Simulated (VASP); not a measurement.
# TlRu (P6/mmm) in VASP: reference runs

Aim: a first look at TlRu with PBE, on the cell as given.

All numbers are computed with VASP 6.6.1; they aren't measurements. Logs are shortened: lines on timing, memory, paths and dates and some standing lists are left out, and cuts for length are marked.

### 1 The crystal as given

The structure is hexagonal, space group P6/mmm (No. 191). The conventional cell has a = 3.059 Å, b = 3.059 Å, c = 6.145 Å, α = 90.00°, β = 90.00°, γ = 120.00°. Tl (site symmetry 6/mmm) is surrounded by 6 Tl at 3.06 Å and 2 Ru at 3.07 Å. Ru (site symmetry 6/mmm) has 6 Ru at 3.06 Å and 2 Tl at 3.07 Å as nearest neighbours.

The cell was built by a generator and needn't be a form met in nature.

### 2 Single point, PBE

Input file INCAR:

```
ALGO = Normal ; EDIFF = 1E-7
ENCUT = 520 ; GGA = PE
ISIF = 2 ; ISMEAR = -1
LASPH = True ; LCHARG = False
LREAL = False ; LWAVE = False
NBANDS = 20 ; NELM = 80
PREC = Accurate ; SIGMA = 0.05
```

Input file KPOINTS:

```
k-points
0
Gamma
  10 10 5
```

Input file POSCAR:

```
TlRu
1.0
    3.0590995300      0.0000000000      0.0000000000
   -1.5295497700      2.6492579100      0.0000000000
    0.0000000000      0.0000000000      6.1453265000
Tl Ru
1 1
Direct
    0.0000000000      0.0000000000      0.5000000000
    0.0000000000      0.0000000000      0.0000000000
```

Potentials or basis: VASP PAW PBE potentials, release 64 (Tl_d, Ru_pv).

Run with:

```
$ cat potpaw_PBE.64/Tl_d/POTCAR potpaw_PBE.64/Ru_pv/POTCAR > POTCAR
$ mpirun -np 1 vasp_std > vasp.out
```

OUTCAR:

```text
EDIFF = 1E-7
   ENCUT = 520
   GGA = PE
   ISIF = 2
   ISMEAR = -1
   LASPH = True
   LREAL = False
   NELM = 80
   PREC = Accurate

 ion  position               nearest neighbor table
   1  0.000  0.000  0.500-   2 3.07   2 3.07
   2  0.000  0.000  0.000-   1 3.07   1 3.07

  LATTYP: Found a hexagonal cell.
 ALAT       =     3.0590995300
 C/A-ratio  =     2.0088677860

  Lattice vectors:

 A1 = (   3.0590995300,   0.0000000000,   0.0000000000)
 A2 = (  -1.5295497700,   2.6492579100,   0.0000000000)
 A3 = (   0.0000000000,   0.0000000000,   6.1453265000)

Analysis of symmetry for initial positions (statically):
=====================================================================
 Subroutine PRICEL returns:
 Original cell was already a primitive cell.

 Routine SETGRP: Setting up the symmetry group for a
 hexagonal supercell.

 Subroutine GETGRP returns: Found 24 space group operations
 (whereof 24 operations were pure point group operations)
 out of a pool of 24 trial point group operations.

The static configuration has the point symmetry D_6h.

Analysis of symmetry for dynamics (positions and initial velocities):
=====================================================================
 Subroutine PRICEL returns:
 Original cell was already a primitive cell.

 Routine SETGRP: Setting up the symmetry group for a
 hexagonal supercell.

 Subroutine GETGRP returns: Found 24 space group operations
 (whereof 24 operations were pure point group operations)
 out of a pool of 24 trial point group operations.

The dynamic configuration has the point symmetry D_6h.

 Subroutine INISYM returns: Found 24 space group operations
 (whereof 24 operations are pure point group operations),
 and found     1 'primitive' translations

----------------------------------------------------------------------------------------

                                     Primitive cell

  volume of cell :      49.8038

  direct lattice vectors                    reciprocal lattice vectors
     3.059099530  0.000000000  0.000000000     0.326893581  0.188732097  0.000000000
    -1.529549770  2.649257910  0.000000000     0.000000000  0.377464193  0.000000000
     0.000000000  0.000000000  6.145326500     0.000000000  0.000000000  0.162725284

  length of vectors
     3.059099530  3.059099536  6.145326500     0.377464194  0.377464193  0.162725284

  position of ions in fractional coordinates (direct lattice)
     0.000000000  0.000000000  0.500000000
     0.000000000  0.000000000  0.000000000

  ion indices of the primitive-cell ions
   primitive index   ion index
                 1           1
                 2           2

----------------------------------------------------------------------------------------

 KPOINTS: k-points

Automatic generation of k-mesh.
 Grid dimensions read from file:
 generate k-points for:   10   10    5

 Generating k-lattice:

  Cartesian coordinates                     Fractional coordinates (reciprocal lattice)
     0.032689358  0.018873210  0.000000000     0.100000000  0.000000000  0.000000000
     0.000000000  0.037746419  0.000000000     0.000000000  0.100000000  0.000000000
     0.000000000  0.000000000  0.032545057     0.000000000  0.000000000  0.200000000

  Length of vectors
     0.037746419  0.037746419  0.032545057

  Shift w.r.t. Gamma in fractional coordinates (k-lattice)
     0.000000000  0.000000000  0.000000000

 Subroutine IBZKPT returns following result:
 ===========================================

 Found     42 irreducible k-points:

 Following reciprocal coordinates:
            Coordinates               Weight
  0.000000  0.000000  0.000000      1.000000
  0.100000 -0.000000  0.000000      6.000000
  0.200000 -0.000000  0.000000      6.000000
  0.300000  0.000000  0.000000      6.000000
  0.400000  0.000000  0.000000      6.000000
  0.500000  0.000000  0.000000      3.000000
[... 16 lines left out ...]
  0.300000  0.100000  0.200000     24.000000
  0.400000  0.100000  0.200000     24.000000
 [... further k-points ...]
   k-points           NKPTS =     42   k-points in BZ     NKDIM =     42   number of bands    NBANDS=     20
   number of dos      NEDOS =    301   number of ions     NIONS =      2
   total plane-waves  NPLWV =  27648
   dimension x,y,z NGX =    24 NGY =   24 NGZ =   48
   dimension x,y,z NGXF=    48 NGYF=   48 NGZF=   96
   ions per type =               1   1
   NGX,Y,Z   is equivalent  to a cutoff of  13.04, 13.04, 12.99 a.u.
   NGXF,Y,Z  is equivalent  to a cutoff of  26.09, 26.09, 25.97 a.u.
 SYSTEM =  unknown system
   PREC   = accura    normal or accurate (medium, high low for compatibility)
   ISTART =      0    job   : 0-new  1-cont  2-samecut
   ICHARG =      2    charge: 1-file 2-atom 10-const
   ISPIN  =      1    spin polarized calculation?
   LNONCOLLINEAR =      F non collinear calculations
   LSORBIT =      F    spin-orbit coupling
   LASPH  =      T    aspherical Exc in radial PAW
   ENCUT  =  520.0 eV  38.22 Ry    6.18 a.u.   5.69  5.69 11.43*2*pi/ulx,y,z
   NELM   =     80;   NELMIN=  2; NELMDL= -5     # of ELM steps
   EDIFF  = 0.1E-06   stopping-criterion for ELM
   LREAL  =      F    real-space projection
   EDIFFG = 0.1E-05   stopping-criterion for IOM
   NSW    =      0    number of steps for IOM
   IBRION =     -1    ionic relax: 0-MD 1-quasi-New 2-CG
   NFREE  =      0    steps in history (QN), initial steepest desc. (CG)
   ISIF   =      2    stress and relaxation
   ISYM   =      2    0-nonsym 1-usesym 2-fastsym
   POTIM  = 0.5000    time-step for ionic-motion
   TEBEG  =    0.0;   TEEND  =   0.0 temperature during run
   PSTRESS=    0.0 pullay stress
   NELECT =      27.0000    total number of electrons
   NUPDOWN=      -1.0000    fix difference up-down
   EMIN   =  10.00;   EMAX   =-10.00  energy-range for DOS
   EFERMI =   0.00;   METHOD = LEGACY
   ISMEAR =    -1;   SIGMA  =   0.05  broadening in eV -4-tet -1-fermi 0-gaus
   EFERMI_NEDOS =   21; number of points for ismear=-14 and -15
   IALGO  =     38    algorithm
   IMIX   =      4    mixing-type and parameters
     AMIX     =   0.40;   BMIX     =  1.00
     AMIX_MAG =   1.60;   BMIX_MAG =  1.00
  volume/ion in A,a.u.               =      24.90       168.05
  Fermi-wavevector in a.u.,A,eV,Ry     =   1.334879  2.522555 24.244238  1.781901
  Thomas-Fermi vector in A             =   2.463626
   LORBIT       =      0    0 simple, 1 ext, 2 COOP (PROOUT), +10 PAW based schemes
   GGA     = PE    functional components
[... 5 lines left out ...]
 non-spin polarized calculation
  energy-cutoff  :      520.00
  volume of cell :       49.80
 maximum number of plane-waves:      1355
 NGX is ok and might be reduce to    24
   NGX = 11   NGY = 11   NGZ = 23

 number of electron      27.0000000 magnetization

 Free energy of the ion-electron system (eV)
  ---------------------------------------------------
  ext. energy  EPLUGINS =         0.00000000
  ---------------------------------------------------
  free energy    TOTEN  =        -8.66243341 eV

  energy without entropy =       -8.62407331  energy(sigma->0) =       -8.64325336

 E-fermi :   6.2424     XC(G=0): -10.7108

 val. band max:        6.2399324069   @ k =   0.4000   0.0000   0.0000
 cond. band min:       6.2455100575   @ k =   0.3000   0.3000   0.2000
 fundamental gap:      0.0055776505
 Fermi energy:         6.2424172632

 k-point     1 :       0.0000    0.0000    0.0000
  band No.  band energies     occupation
      1     -35.7063      2.00000
      2     -35.7063      2.00000
      3     -35.6980      2.00000
      4      -6.0903      2.00000
      5      -5.6466      2.00000
      6      -5.6466      2.00000
[... 12 lines left out ...]
     19      18.8518      0.00000
     20      19.6500      0.00000

 k-point     2 :       0.1000   -0.0000    0.0000
  band No.  band energies     occupation
      1     -35.7257      2.00000
      2     -35.7111      2.00000
      3     -35.6955      2.00000
      4      -5.9836      2.00000
      5      -5.6707      2.00000
      6      -5.5548      2.00000
[... 12 lines left out ...]
     19      18.1329      0.00000
     20      18.7500      0.00000

 k-point     3 :       0.2000   -0.0000    0.0000
  band No.  band energies     occupation
      1     -35.7762      2.00000
      2     -35.7236      2.00000
      3     -35.6892      2.00000
      4      -5.9394      2.00000
      5      -5.5297      2.00000
      6      -5.3066      2.00000
[... 12 lines left out ...]
     19      17.0788      0.00000
     20      18.1330      0.00000

 k-point     4 :       0.3000    0.0000    0.0000
  band No.  band energies     occupation
      1     -35.8381      2.00000
      2     -35.7390      2.00000
      3     -35.6813      2.00000
      4      -6.0856      2.00000
      5      -5.3443      2.00000
      6      -5.2233      2.00000
[... 12 lines left out ...]
     19      17.2343      0.00000
     20      17.5449      0.00000

 k-point     5 :       0.4000    0.0000    0.0000
  band No.  band energies     occupation
      1     -35.8878      2.00000
      2     -35.7515      2.00000
      3     -35.6749      2.00000
      4      -6.2185      2.00000
      5      -5.5084      2.00000
      6      -5.0121      2.00000
[... 12 lines left out ...]
     19      14.6029      0.00000
     20      15.4201      0.00000

 k-point     6 :       0.5000    0.0000    0.0000
  band No.  band energies     occupation
      1     -35.9067      2.00000
      2     -35.7562      2.00000
      3     -35.6725      2.00000
      4      -6.2696      2.00000
      5      -5.5685      2.00000
      6      -5.0067      2.00000
[... 12 lines left out ...]
     19      14.0273      0.00000
     20      14.6452      0.00000

 k-point     7 :       0.1000    0.1000    0.0000
  band No.  band energies     occupation
      1     -35.7592      2.00000
      2     -35.7211      2.00000
      3     -35.6911      2.00000
      4      -5.8249      2.00000
      5      -5.7343      2.00000
      6      -5.3495      2.00000
[... 12 lines left out ...]
     19      16.7098      0.00000
     20      18.1328      0.00000
[... 277 lines left out ...]
 k-point    20 :       0.5000    0.0000    0.2000
  band No.  band energies     occupation
      1     -35.9067      2.00000
      2     -35.7562      2.00000
      3     -35.6726      2.00000
      4      -6.2695      2.00000
      5      -5.5664      2.00000
      6      -5.0058      2.00000
[... 12 lines left out ...]
     19      14.1574      0.00000
     20      15.1206      0.00000

 k-point    21 :       0.1000    0.1000    0.2000
  band No.  band energies     occupation
      1     -35.7592      2.00000
      2     -35.7211      2.00000
      3     -35.6912      2.00000
      4      -5.8218      2.00000
      5      -5.7343      2.00000
      6      -5.3481      2.00000
[... 12 lines left out ...]
     19      16.2731      0.00000
     20      18.1327      0.00000

 k-point    22 :       0.2000    0.1000    0.2000
  band No.  band energies     occupation
      1     -35.8120      2.00000
      2     -35.7385      2.00000
      3     -35.6841      2.00000
      4      -5.9006      2.00000
      5      -5.5073      2.00000
      6      -5.2530      2.00000
[... 12 lines left out ...]
     19      16.2608      0.00000
     20      17.6483      0.00000

 k-point    23 :       0.3000    0.1000    0.2000
  band No.  band energies     occupation
      1     -35.8643      2.00000
      2     -35.7560      2.00000
      3     -35.6770      2.00000
      4      -6.0508      2.00000
      5      -5.4280      2.00000
      6      -5.1831      2.00000
[... 12 lines left out ...]
     19      15.0984      0.00000
     20      17.3676      0.00000

 k-point    24 :       0.4000    0.1000    0.2000
  band No.  band energies     occupation
      1     -35.8964      2.00000
      2     -35.7668      2.00000
      3     -35.6726      2.00000
      4      -6.1437      2.00000
      5      -5.5300      2.00000
      6      -5.0465      2.00000
[... 12 lines left out ...]
     19      13.6087      0.00000
     20      15.5955      0.00000

 [... further k-points ...]

------------------------ aborting loop because EDIFF is reached ----------------------------------------

  FORCE on cell =-STRESS in cart. coord.  units (eV):
  Direction    XX          YY          ZZ          XY          YZ          ZX
  --------------------------------------------------------------------------------------
  -------------------------------------------------------------------------------------
  Total       -3.1165344     -3.1165344     -4.4021770      0.0000000     -0.0000000      0.0000000
  in kB     -100.2581524   -100.2581527   -141.6169610      0.0000002     -0.0000000      0.0000000
  external PRESSURE =    -114.0444220 kB  Pullay stress =       0.0000000 kB

 VOLUME and BASIS-vectors are now :
 -----------------------------------------------------------------------------
  energy-cutoff  :      520.00
  volume of cell :       49.80
      direct lattice vectors                 reciprocal lattice vectors
     3.059099530  0.000000000  0.000000000     0.326893581  0.188732097  0.000000000
    -1.529549770  2.649257910  0.000000000     0.000000000  0.377464193  0.000000000
     0.000000000  0.000000000  6.145326500     0.000000000  0.000000000  0.162725284

 POSITION                                       TOTAL-FORCE (eV/Angst)
 -----------------------------------------------------------------------------------
      0.00000      0.00000      3.07266        -0.000000      0.000000      0.000000
      0.00000      0.00000      0.00000         0.000000      0.000000      0.000000
 -----------------------------------------------------------------------------------
    total drift:                               -0.000000      0.000000      0.000000

  FREE ENERGIE OF THE ION-ELECTRON SYSTEM (eV)
  ---------------------------------------------------
  free  energy   TOTEN  =        -8.6624334064 eV

  energy  without entropy=       -8.6240733087  energy(sigma->0) =       -8.64325336
```

It took 39 s on 1 thread of AMD EPYC 7R43 (Zen 3), shared host; peak memory 0.16 GiB.

Results:

```yaml
Free_energy: -8.6624 eV
Pressure: -11.4 GPa
Band_gap_on_the_k_mesh: none (metal or under the smearing width)
```

Spin-orbit coupling is left out, which matters for the levels of Tl.
